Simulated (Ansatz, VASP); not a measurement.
# Fe (Fe wire along [111], 7 atoms a period): VASP beside Ansatz, part 2 of 2

One calculation is typed for both programs; each brings its own data sets. How far apart do they land? Of the first pair: The structure shown is the start of the Ansatz relaxation below; VASP solves that cell, so the two are compared at the walk's first step.

VASP 6.6.1 and Ansatz 0.2.0.

So far: Set-up; Ansatz: relaxation, PBE.

## Step 3: VASP: single point, PBE, start cell, pair 1

Level of this step: PBE, spin-polarised from a ferromagnetic start; plane waves and PAW (Fe) (VASP).

The same cell, functional, mesh and smearing now go to VASP, with its own data sets.

Lines of VASP's logs that name or quote its potential files are left out, and so is its time.

File INCAR:

```
SYSTEM = Fe
PREC = Accurate
ENCUT = 520
EDIFF = 1E-06
NELM = 200
ISMEAR = -1
SIGMA = 0.05
LREAL = .FALSE.
ALGO = Normal
GGA = PE
NBANDS = 50
ISPIN = 2
MAGMOM = 2.52 2.77 2.77 2.77 2.77 2.77 2.77
LASPH = .TRUE.
LMAXMIX = 4
LORBIT = 11
LWAVE = .FALSE.
LCHARG = .FALSE.
ISIF = 2
GGA_COMPAT = .FALSE.
KPAR = 2
```

File POSCAR:

```
Fe
1.0
   10.8020000000      0.0000000000      0.0000000000
    0.0000000000     11.4210000000      0.0000000000
    0.0000000000      0.0000000000      2.4508520000
Fe
7
Direct
    0.5000103685      0.5000161982      0.0000000000
    0.3147565266      0.3988567551      0.3333334693
    0.5000103685      0.7023352596      0.3333334693
    0.6852642103      0.3988567551      0.3333334693
    0.3147565266      0.6011757289      0.6666665307
    0.5000103685      0.2976972244      0.6666665307
    0.6852642103      0.6011757289      0.6666665307
```

File KPOINTS:

```
Automatic mesh
0
Gamma
1 1 33
0 0 0
```

PAW data sets: Fe (PBE family, release 64).

Launch:

```console
mpirun -np 2 vasp_std
```

Numbers of over 12 decimals in the logs are rounded to 6 here.

Output:

```text
[banner, memory and clock lines left out]
running    2 mpi-ranks, on    1 nodes
 distrk:  each k-point on    1 cores,    2 groups
 distr:  one band on    1 cores,    1 groups

 POSCAR found type information on POSCAR Fe
 POSCAR found :  1 types and       7 ions
 LDA part: xc-table for (Slater+PW92), standard interpolation
 POSCAR, INCAR and KPOINTS ok, starting setup
 FFT: planning ... GRIDC
 FFT: planning ... GRID_SOFT
 FFT: planning ... GRID
 WAVECAR not read
 entering main loop
       N       E                     dE             d eps       ncg     rms          rms(c)
DAV:   1     0.415651699909E+03    0.41565E+03   -0.21265E+04  3400   0.101E+03
DAV:   2    -0.299935913077E+02   -0.44565E+03   -0.40527E+03  3400   0.258E+02
DAV:   3    -0.540096275779E+02   -0.24016E+02   -0.22141E+02  3762   0.874E+01
DAV:   4    -0.546677764697E+02   -0.65815E+00   -0.64904E+00  3836   0.158E+01
DAV:   5    -0.546787381459E+02   -0.10962E-01   -0.10955E-01  3944   0.162E+00    0.253E+01
DAV:   6    -0.647259548870E+02   -0.10047E+02   -0.57398E+01  4936   0.988E+01    0.517E+01
DAV:   7    -0.560261427566E+02    0.86998E+01   -0.63584E+01  4092   0.517E+01    0.315E+01
DAV:   8    -0.492722975891E+02    0.67538E+01   -0.89235E+00  4188   0.393E+01    0.130E+01
DAV:   9    -0.494039817075E+02   -0.13168E+00   -0.34051E+00  4414   0.124E+01    0.699E+00
DAV:  10    -0.497459800689E+02   -0.34200E+00   -0.13162E+00  4574   0.143E+01    0.803E+00
DAV:  11    -0.496317673761E+02    0.11421E+00   -0.91678E-01  4038   0.158E+01    0.478E+00
DAV:  12    -0.496625527173E+02   -0.30785E-01   -0.18771E-01  4274   0.583E+00    0.270E+00
DAV:  13    -0.496649264407E+02   -0.23737E-02   -0.87802E-02  4806   0.285E+00    0.118E+00
DAV:  14    -0.496814999064E+02   -0.16573E-01   -0.16900E-02  3886   0.161E+00    0.700E-01
[...]
DAV:  20    -0.497320647467E+02   -0.84962E-03   -0.28345E-04  3444   0.736E-02    0.314E-02
DAV:  21    -0.497328404050E+02   -0.77566E-03   -0.20862E-04  3598   0.630E-02    0.259E-02
DAV:  22    -0.497331986884E+02   -0.35828E-03   -0.99972E-05  3632   0.519E-02    0.294E-02
DAV:  23    -0.497332139836E+02   -0.15295E-04   -0.16079E-05  3730   0.330E-02    0.143E-02
DAV:  24    -0.497332071758E+02    0.68078E-05   -0.72972E-06  3348   0.173E-02    0.510E-03
DAV:  25    -0.497332278587E+02   -0.20683E-04   -0.40417E-06  2940   0.822E-03    0.258E-03
DAV:  26    -0.497332301525E+02   -0.22939E-05   -0.10792E-06  2776   0.537E-03    0.173E-03
DAV:  27    -0.497332302395E+02   -0.87046E-07   -0.17730E-07  2260   0.320E-03
   1 F= -.49733230E+02 E0= -.49698472E+02  d E =-.695169E-01  mag=    20.4073
```

OUTCAR, selected parts (step 3):

```text
ion  position               nearest neighbor table
   1  0.500  0.500  0.000-   4 2.45   2 2.45   6 2.45   7 2.45   5 2.45   3 2.45   4 2.83   2 2.83
                             6 2.83   7 2.83   5 2.83   3 2.83
   2  0.315  0.399  0.333-   5 2.45   1 2.45   6 2.45   1 2.83   5 2.83   6 2.83
   3  0.500  0.702  0.333-   7 2.45   5 2.45   1 2.45   1 2.83   7 2.83   5 2.83
   4  0.685  0.399  0.333-   7 2.45   1 2.45   6 2.45   1 2.83   7 2.83   6 2.83
   5  0.315  0.601  0.667-   2 2.45   3 2.45   1 2.45   1 2.83   2 2.83   3 2.83
   6  0.500  0.298  0.667-   4 2.45   2 2.45   1 2.45   1 2.83   4 2.83   2 2.83
   7  0.685  0.601  0.667-   4 2.45   3 2.45   1 2.45   1 2.83   4 2.83   3 2.83

  LATTYP: Found a simple orthorhombic cell.
 ALAT       =     2.4508520000
 B/A-ratio  =     4.4074468797
 C/A-ratio  =     4.6600121101

 Subroutine GETGRP returns: Found  4 space group operations
 (whereof  1 operations were pure point group operations)

The static configuration has the point symmetry C_1 .
 The point group associated with its full space group is C_2h.

 Found     17 irreducible k-points:

   k-points           NKPTS =     17   k-points in BZ     NKDIM =     17   number of bands    NBANDS=     50

   dimension x,y,z NGX =    80 NGY =   90 NGZ =   18
   dimension x,y,z NGXF=   160 NGYF=  180 NGZF=   36

   ENCUT  =  520.0 eV  38.22 Ry    6.18 a.u.  20.08 21.24  4.56*2*pi/ulx,y,z

   NELECT =      56.0000    total number of electrons

 k-points in reciprocal lattice and weights: Automatic mesh
   0.00000000  0.00000000  0.00000000       0.030
   0.00000000  0.00000000  0.03030303       0.061
   0.00000000  0.00000000  0.06060606       0.061
   0.00000000  0.00000000  0.09090909       0.061
   0.00000000  0.00000000  0.12121212       0.061
   0.00000000  0.00000000  0.15151515       0.061
   0.00000000  0.00000000  0.18181818       0.061
   0.00000000  0.00000000  0.21212121       0.061
   0.00000000  0.00000000  0.24242424       0.061
[...]
0.00000000  0.00000000  0.45454545       0.061
   0.00000000  0.00000000  0.48484848       0.061

 average (electrostatic) potential at core
       1 -50.3829       2 -50.5267       3 -50.5246       4 -50.5267       5 -50.5267
       6 -50.5246       7 -50.5267

 E-fermi :  -1.2254

 spin component 1
 k-point     1 :       0.0000    0.0000    0.0000
  band No.  band energies     occupation
    ...
     37      -2.2503      1.00000
     38      -2.0908      1.00000
     39      -1.9161      1.00000
     40      -1.8983      1.00000
     41      -1.8592      1.00000
     42      -0.5439      0.00000
     43      -0.0350      0.00000
     44       0.0937      0.00000
     45       0.2259      0.00000
     46       2.0669      0.00000
    ...

 k-point     2 :       0.0000    0.0000    0.0303
  band No.  band energies     occupation
    ...
     37      -2.1745      1.00000
     38      -2.1430      1.00000
     39      -1.8957      1.00000
     40      -1.8510      1.00000
     41      -1.8480      1.00000
     42      -0.4667      0.00000
     43       0.0098      0.00000
     44       0.1491      0.00000
     45       0.2567      0.00000
     46       2.0947      0.00000
    ...

 k-point     3 :       0.0000    0.0000    0.0606
  band No.  band energies     occupation
    ...
     37      -2.1057      1.00000
     38      -2.1040      1.00000
     39      -1.8576      1.00000
     40      -1.8011      0.99999
     41      -1.6827      0.99989
     42      -0.2620      0.00000
     43       0.1264      0.00000
     44       0.3062      0.00000
     45       0.3571      0.00000
     46       2.1774      0.00000
    ...

 k-point     4 :       0.0000    0.0000    0.0909
  band No.  band energies     occupation
    ...
     37      -2.0758      1.00000
     38      -2.0745      1.00000
     39      -1.7430      0.99997
     40      -1.6794      0.99989
     41      -1.4655      0.99185
     42       0.0245      0.00000
     43       0.2756      0.00000
     44       0.5438      0.00000
     45       0.5446      0.00000
     46       2.3130      0.00000
    ...

 k-point     5 :       0.0000    0.0000    0.1212
  band No.  band energies     occupation
    ...
     36      -2.4795      1.00000
     37      -2.0692      1.00000
     38      -2.0680      1.00000
     39      -1.5706      0.99900
     40      -1.5042      0.99622
     41      -1.2172      0.45885
     42       0.3623      0.00000
     43       0.4403      0.00000
     44       0.8120      0.00000
     45       0.8446      0.00000
    ...

 k-point     6 :       0.0000    0.0000    0.1515
  band No.  band energies     occupation
    ...
     36      -2.4609      1.00000
     37      -2.0664      1.00000
     38      -2.0654      1.00000
     39      -1.3644      0.94158
     40      -1.2960      0.80395
     41      -0.9452      0.00367
     42       0.6277      0.00000
     43       0.7363      0.00000
     44       1.1381      0.00000
     45       1.1917      0.00000
    ...

  Total       -2.9018492     -3.0119885     -1.5401991      0.0000000     -0.0211814      0.0000000
  in kB      -15.3765900    -15.9602061     -8.1613509      0.0000000     -0.1122382      0.0000000
  external PRESSURE =     -13.1660490 kB  Pullay stress =       0.0000000 kB

  energy-cutoff  :      520.00
  volume of cell :      302.36
      direct lattice vectors                 reciprocal lattice vectors
    10.802000000  0.000000000  0.000000000     0.092575449  0.000000000  0.000000000
     0.000000000 11.421000000  0.000000000     0.000000000  0.087558007  0.000000000
     0.000000000  0.000000000  2.450852000     0.000000000  0.000000000  0.408021374

 POSITION                                       TOTAL-FORCE (eV/Angst)
 -----------------------------------------------------------------------------------
      5.40111      5.71068      0.00000         0.000000     -0.000000     -0.000000
      3.40000      4.55534      0.81695         0.339987      0.212303     -0.165616
      5.40111      8.02137      0.81695         0.000000     -0.413586     -0.171786
      7.40222      4.55534      0.81695        -0.339987      0.212303     -0.165616
      3.40000      6.86603      1.63390         0.339987     -0.212303      0.165616
      5.40111      3.40000      1.63390         0.000000      0.413586      0.171786
      7.40222      6.86603      1.63390        -0.339987     -0.212303      0.165616
 -----------------------------------------------------------------------------------
    total drift:                               -0.000000      0.000102      0.000000

  FREE ENERGIE OF THE ION-ELECTRON SYSTEM (eV)
  ---------------------------------------------------
  free  energy   TOTEN  =       -49.7332302395 eV

  energy  without entropy=      -49.6637133550  energy(sigma->0) =      -49.69847180

 total charge
# of ion       s       p       d       tot
------------------------------------------
    1        0.481   0.517   6.281   7.280
    2        0.473   0.327   6.204   7.004
    3        0.472   0.328   6.204   7.004
    4        0.473   0.327   6.204   7.004
    5        0.473   0.327   6.204   7.004
    6        0.472   0.328   6.204   7.004
    7        0.473   0.327   6.204   7.004
--------------------------------------------------
tot          3.317   2.483  43.505  49.305

 magnetization (x)
# of ion       s       p       d       tot
------------------------------------------
    1       -0.011  -0.060   2.598   2.527
    2        0.013   0.008   2.805   2.826
    3        0.013   0.008   2.804   2.825
    4        0.013   0.008   2.805   2.826
    5        0.013   0.008   2.805   2.826
    6        0.013   0.008   2.804   2.825
    7        0.013   0.008   2.805   2.826
--------------------------------------------------
tot          0.068  -0.010  19.425  19.482

[... 6 further parts left out ...]
```

## Step 4: Differences

Known differences besides the potentials themselves: VASP starts from the moments at which Ansatz ended; the data sets hold 112 valence electrons in Ansatz (on its PAW soft_1 files) and 56 in VASP; the cutoff is 420 eV in Ansatz and 520 eV in VASP. Total energies have different zeros and are not compared.

Forces (eV/Å; atoms numbered as in POSCAR):

| atom | Ansatz x, y, z | VASP x, y, z |
| --- | --- | --- |
| Fe1 | 0.000, 0.000, 0.000 | 0.000, 0.000, 0.000 |
| Fe2 | 0.323, 0.204, -0.177 | 0.340, 0.212, -0.166 |
| Fe3 | 0.000, -0.397, -0.184 | 0.000, -0.414, -0.172 |
| Fe4 | -0.323, 0.204, -0.177 | -0.340, 0.212, -0.166 |
| Fe5 | 0.323, -0.204, 0.177 | 0.340, -0.212, 0.166 |
| Fe6 | 0.000, 0.397, 0.184 | 0.000, 0.414, 0.172 |
| Fe7 | -0.323, -0.204, 0.177 | -0.340, -0.212, 0.166 |

The forces differ by 12 meV/Å r.m.s., which is 4.9 % of the r.m.s. force of 0.234 eV/Å (both taken over all components). Moments aren't recorded for both runs of this pair, so they may hold unlike magnetic states.

## Step 5: Ansatz: relaxation, PBE

This run makes the geometry at which the two programs are then compared. The cell compared in this pair holds 301.54 Å³, against 302.36 Å³ for the pair before.

The structure compared here is the end of the Ansatz relaxation.

File input.yaml:

```yaml
crystal:
  lattice:
    - [10.802, 0.0, 0.0]
    - [0.0, 11.421, 0.0]
    - [0.0, 0.0, 2.4508518927]
  atoms:
    - { symbol: Fe, position: [0.500010386, 0.500016227, 0.0], spin: 2.4 }
    - { symbol: Fe, position: [0.314756527, 0.398856726, 0.333333333], spin: 2.4 }
    - { symbol: Fe, position: [0.500010386, 0.702335229, 0.333333333], spin: 2.4 }
    - { symbol: Fe, position: [0.685264246, 0.398856726, 0.333333333], spin: 2.4 }
    - { symbol: Fe, position: [0.314756527, 0.601175728, 0.666666667], spin: 2.4 }
    - { symbol: Fe, position: [0.500010386, 0.297697224, 0.666666667], spin: 2.4 }
    - { symbol: Fe, position: [0.685264246, 0.601175728, 0.666666667], spin: 2.4 }
magnetization:
  spin_polarized: true
kpoints:
  mp_grid: { grid: [1, 1, 33] }
scf:
  occupations: { method: fermi_dirac, width: 0.05 }
hamiltonian:
  xc: pbe
  pseudopotentials: { kind: paw, azcp: { folder: soft_1 } }
relax:
  cell: { fix: [a, b, alpha, beta, gamma] }
  max_steps: 45
  f_tol: 0.03
```

Launch:

```console
ansatz run input.yaml --threads 4 --pin off --max-ram 16384MiB --backend cpu --events-out ev --progress --plain --runs-dir out
```

Output:

```text
[...]
Crystal: 7 atoms, lattice volume = 302.361 Å³
Basis set: ecut = 420 eV, 5847 PW (Γ), exchange–correlation on 150×160×36 points (8 copies of the dense FFT grid, shifted against one another)
Bands: 78, of which v1, the nominal top of the filled ones, is band 56 counted from 1 (55 counted from 0)
Symmetry: 4 space group operations
[...]
atoms:
    - { symbol: Fe, position: [0.500010, 0.500016, -3.918202301955344e-19] }
    - { symbol: Fe, position: [0.317822, 0.400847, 0.313511] }
    - { symbol: Fe, position: [0.500010, 0.698424, 0.311365] }
    - { symbol: Fe, position: [0.682199, 0.400847, 0.313511] }
    - { symbol: Fe, position: [0.317822, 0.599186, 0.686489] }
    - { symbol: Fe, position: [0.500010, 0.301609, 0.688635] }
    - { symbol: Fe, position: [0.682199, 0.599186, 0.686489] }
[key lines of the parts left out:]
SCF converged after 8 iterations
Magnetization: 20.2805 μB (66.1402 up, 45.8598 down)
Free energy (F): -31355.387921 eV
Fermi energy:    2.076791 eV
P = ⅓ Tr σ = -0.0603 GPa (-0.603 kbar)
```

## Step 6: VASP: single point, PBE, relaxed cell, pair 2

The same cell, functional, mesh and smearing now go to VASP, with its own data sets.

Changes to INCAR since step 3:

```diff
@@ -2,3 +2,3 @@
 PREC = Accurate
-ENCUT = 520
+ENCUT = 600
 EDIFF = 1E-06
```

File POSCAR:

```
Fe
1.0
   10.8020000000      0.0000000000      0.0000000000
    0.0000000000     11.4210000000      0.0000000000
    0.0000000000      0.0000000000      2.4442217959
Fe
7
Direct
    0.5000103863      0.5000162269      0.0000000000
    0.3178220083      0.4008465653      0.3135110498
    0.5000103863      0.6984236714      0.3113649892
    0.6821987643      0.4008465653      0.3135110498
    0.3178220083      0.5991858884      0.6864889502
    0.5000103863      0.3016087823      0.6886350108
    0.6821987643      0.5991858884      0.6864889502
```

KPOINTS is that of step 3.

Launch:

```console
mpirun -np 2 vasp_std
```

Output:

```text
[... set-up lines as in an earlier step ...]
 entering main loop
       N       E                     dE             d eps       ncg     rms          rms(c)
DAV:   1     0.441673621850E+03    0.44167E+03   -0.22932E+04  3400   0.112E+03
DAV:   2    -0.279694553010E+02   -0.46964E+03   -0.42744E+03  3400   0.269E+02
DAV:   3    -0.541990983996E+02   -0.26230E+02   -0.24104E+02  3772   0.942E+01
DAV:   4    -0.549345453148E+02   -0.73545E+00   -0.72380E+00  3764   0.169E+01
[...]
DAV:  25    -0.498132514668E+02   -0.50775E-04   -0.63586E-06  3066   0.106E-02    0.337E-03
DAV:  26    -0.498132601987E+02   -0.87319E-05   -0.24465E-06  2888   0.595E-03    0.173E-03
DAV:  27    -0.498132606342E+02   -0.43554E-06   -0.29410E-07  2556   0.243E-03
   1 F= -.49813261E+02 E0= -.49781274E+02  d E =-.639737E-01  mag=    20.2256
```

From OUTCAR (step 6):

```text
  Total       -0.3596737     -0.3117395     -0.1870227      0.0000000      0.0136911      0.0000000
  in kB       -1.9110427     -1.6563551     -0.9937014      0.0000000      0.0727444      0.0000000
  external PRESSURE =      -1.5203664 kB  Pullay stress =       0.0000000 kB

 POSITION                                       TOTAL-FORCE (eV/Angst)
 -----------------------------------------------------------------------------------
      5.40111      5.71069      0.00000         0.000000     -0.000000      0.000000
      3.43311      4.57807      0.76629         0.020716      0.012665      0.011792
      5.40111      7.97670      0.76105         0.000000     -0.023968      0.013329
      7.36911      4.57807      0.76629        -0.020716      0.012665      0.011792
      3.43311      6.84330      1.67793         0.020716     -0.012665     -0.011792
      5.40111      3.44467      1.68318         0.000000      0.023968     -0.013329
      7.36911      6.84330      1.67793        -0.020716     -0.012665     -0.011792
 -----------------------------------------------------------------------------------
    total drift:                               -0.000000      0.000005      0.000000

  FREE ENERGIE OF THE ION-ELECTRON SYSTEM (eV)
  ---------------------------------------------------
  free  energy   TOTEN  =       -49.8132606342 eV

  energy  without entropy=      -49.7492869076  energy(sigma->0) =      -49.78127377

 magnetization (x)
# of ion       s       p       d       tot
------------------------------------------
    1       -0.013  -0.058   2.545   2.475
    2        0.011   0.009   2.781   2.801
    3        0.010   0.009   2.781   2.800
    4        0.011   0.009   2.781   2.801
    5        0.011   0.009   2.781   2.801
    6        0.010   0.009   2.781   2.800
    7        0.011   0.009   2.781   2.801
--------------------------------------------------
tot          0.051  -0.003  19.231  19.280

[... 1 part as in an earlier step ...]

[... 2 further parts left out ...]
[key lines of the parts left out:]
E-fermi :  -1.2345
```

## Step 7: Comparison

What differs besides the data sets and the points named for the pairs above, as far as they apply: the data sets hold 112 valence electrons in Ansatz (on its PAW soft_1 files) and 56 in VASP; the cutoff is 420 eV in Ansatz and 600 eV in VASP; Ansatz's pressure holds a Pulay correction, VASP's none; site moments are counted in spheres of each program's own size. Total energies have different zeros and are not compared.

Compared:

```csv
quantity,Ansatz,VASP,difference
pressure (GPa),-0.06,-0.15,+0.09
total moment (μB),20.28,20.23,+0.05
moment on Fe2 (μB),2.77,2.80,-0.03
moment on Fe4 (μB),2.77,2.80,-0.03
moment on Fe7 (μB),2.77,2.80,-0.03
moment on Fe5 (μB),2.77,2.80,-0.03
moment on Fe6 (μB),2.77,2.80,-0.03
moment on Fe3 (μB),2.77,2.80,-0.03
moment on Fe1 (μB),2.52,2.48,+0.04
```

At this near-relaxed geometry the largest component of a force difference is 19 meV/Å.

## Step 8: Summary of results

```
r.m.s. force difference (single point, PBE, start cell, pair 1)   : 4.9 % of the r.m.s. force
r.m.s. force difference (single point, PBE, relaxed cell, pair 2) : 12 meV/Å
```

**Reading.** The r.m.s. force difference is 4.9 % of the r.m.s. force (single point, PBE, start cell, pair 1), beyond the 3 % picked in this series as the mark of a large difference. The data sets hold unlike numbers of valence electrons (112 in Ansatz and 56 in VASP), so part of the differences comes from the potentials. What causes the difference of the single point, PBE, relaxed cell, pair 2 pair stays open here. Such differences can come from data sets, numerical settings and the points named under the comparisons, not from the functional's error against experiment.

[Lines on the potential files, build, host, timing and source positions are cut from VASP's logs without a mark.]

[Logs are printed without paths, hosts, clocks, repeated set-up lines and the standing remarks that a program may print on its own settings, such as how far it seeks lower states.]

[Hosts, paths, dates, database ids (printed as entryN), source tags and the programs' standing remarks are cut or masked in the printed files.]
